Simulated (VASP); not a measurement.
All values below come from PBE GGA, VASP's PBE PAW potentials (set 64) (plane waves; VASP).

The input files of a VASP run:

File KPOINTS:
```
kpoints
0
G
 7 7 7
0 0 0
```

POSCAR:
```
CdS
2.96820
  0.0000000000   1.0000000000   1.0000000000
  1.0000000000   0.0000000000   1.0000000000
  1.0000000000   1.0000000000   0.0000000000
Cd S
1 1
Cart
  0.0000000000   0.0000000000   0.0000000000
  0.5000000000   0.5000000000   0.5000000000
```

### INCAR
```
# general
SYSTEM =CdS
PREC   =Accurate
ENCUT  =425
LREAL  =.False.
LASPH  =.True.

# electronic loop
EDIFF  =1E-6
NELM   =100
ALGO   =Normal
LMAXMIX=4

# smearing
ISMEAR =0
SIGMA  =0.05

# functional
GGA    =PE

# ions
ISIF   =2

# output
LWAVE  =.False.
LCHARG =.False.
```

POTCAR, in this order: Cd S (PBE.64 set). Program: vasp_std.

The run wrote:

**OUTCAR**
```
 ion  position               nearest neighbor table
   1  0.000  0.000  0.000-   2 2.57   2 2.57   2 2.57   2 2.57
   2  0.250  0.250  0.250-   1 2.57   1 2.57   1 2.57   1 2.57
  LATTYP: Found a face centered cubic cell.
 ALAT       =     5.9364000000
 Subroutine PRICEL returns:
 Original cell was already a primitive cell.
 Subroutine GETGRP returns: Found 24 space group operations
The static configuration has the point symmetry T_d .
The dynamic configuration has the point symmetry T_d .
 Subroutine INISYM returns: Found 24 space group operations
 Subroutine IBZKPT returns following result:
 Found     20 irreducible k-points:

 Following reciprocal coordinates:
            Coordinates               Weight
  0.000000  0.000000  0.000000      1.000000
  0.142857  0.000000  0.000000      8.000000
  0.285714  0.000000  0.000000      8.000000
  0.428571  0.000000  0.000000      8.000000
  0.142857  0.142857  0.000000      6.000000
  0.285714  0.142857  0.000000     24.000000
  0.428571  0.142857  0.000000     24.000000
 -0.428571  0.142857  0.000000     24.000000
 -0.285714  0.142857  0.000000     24.000000
 -0.142857  0.142857  0.000000     12.000000
  0.285714  0.285714  0.000000      6.000000
  0.428571  0.285714  0.000000     24.000000
 -0.428571  0.285714  0.000000     24.000000
 -0.285714  0.285714  0.000000     12.000000
  0.428571  0.428571  0.000000      6.000000
 -0.428571  0.428571  0.000000     12.000000
  0.428571  0.285714  0.142857     24.000000
 -0.428571  0.285714  0.142857     48.000000
 -0.428571  0.428571  0.142857     24.000000
 -0.285714  0.428571  0.142857     24.000000
   k-points           NKPTS =     20   k-points in BZ     NKDIM =     20   number of bands    NBANDS=     13
   number of dos      NEDOS =    301   number of ions     NIONS =      2
   total plane-waves  NPLWV =  21952
   dimension x,y,z NGX =    28 NGY =   28 NGZ =   28
...
```

File OSZICAR:
```
       N       E                     dE             d eps       ncg     rms          rms(c)
DAV:   1     0.990628505139E+02    0.99063E+02   -0.82019E+03   536   0.107E+03
DAV:   2    -0.240650979098E+01   -0.10147E+03   -0.97398E+02   620   0.280E+02
DAV:   3    -0.666831522888E+01   -0.42618E+01   -0.42518E+01   565   0.594E+01
DAV:   4    -0.669987814128E+01   -0.31563E-01   -0.31559E-01   605   0.510E+00
DAV:   5    -0.670034807443E+01   -0.46993E-03   -0.46993E-03   590   0.602E-01    0.751E+00
DAV:   6    -0.616238762409E+01    0.53796E+00   -0.10844E+00   706   0.137E+01    0.602E+00
DAV:   7    -0.614496052039E+01    0.17427E-01   -0.20164E-01   540   0.358E+00    0.306E+00
DAV:   8    -0.614507857294E+01   -0.11805E-03   -0.18842E-02   550   0.204E+00    0.270E-01
DAV:   9    -0.614491006831E+01    0.16850E-03   -0.25324E-03   620   0.809E-01    0.709E-02
DAV:  10    -0.614508317353E+01   -0.17311E-03   -0.29751E-04   555   0.170E-01    0.833E-02
DAV:  11    -0.614517180232E+01   -0.88629E-04   -0.13824E-04   558   0.123E-01    0.164E-02
DAV:  12    -0.614515968303E+01    0.12119E-04   -0.44344E-05   657   0.958E-02    0.829E-03
DAV:  13    -0.614516095351E+01   -0.12705E-05   -0.47192E-06   545   0.154E-02    0.631E-03
DAV:  14    -0.614516082131E+01    0.13220E-06   -0.16330E-07   355   0.303E-03
   1 F= -.61451608E+01 E0= -.61451608E+01  d E =-.112952E-11
```

**OUTCAR**
```
------------------------ aborting loop because EDIFF is reached ----------------------------------------
  FORCE on cell =-STRESS in cart. coord.  units (eV):
  Direction    XX          YY          ZZ          XY          YZ          ZX
  --------------------------------------------------------------------------------------
  Total       -0.0760469     -0.0760469     -0.0760469      0.0000000      0.0000000      0.0000000
  in kB       -2.3296063     -2.3296063     -2.3296063      0.0000000      0.0000000      0.0000000
  external PRESSURE =      -2.3296063 kB  Pullay stress =       0.0000000 kB
  volume of cell :       52.30
      direct lattice vectors                 reciprocal lattice vectors
     0.000000000  2.968200000  2.968200000    -0.168452261  0.168452261  0.168452261
     2.968200000  0.000000000  2.968200000     0.168452261 -0.168452261  0.168452261
     2.968200000  2.968200000  0.000000000     0.168452261  0.168452261 -0.168452261
  FREE ENERGIE OF THE ION-ELECTRON SYSTEM (eV)
  ---------------------------------------------------
  free  energy   TOTEN  =        -6.1451608213 eV

  energy  without entropy=       -6.1451608213  energy(sigma->0) =       -6.14516082
```
(Selected blocks of OUTCAR.)

The compound is CdS in the zinc blende structure, a metastable form; wurtzite is the usual one. The cell was not relaxed at this level. The run is one of a series of settings (ENCUT = 425 against the base run), some of them coarse on purpose.
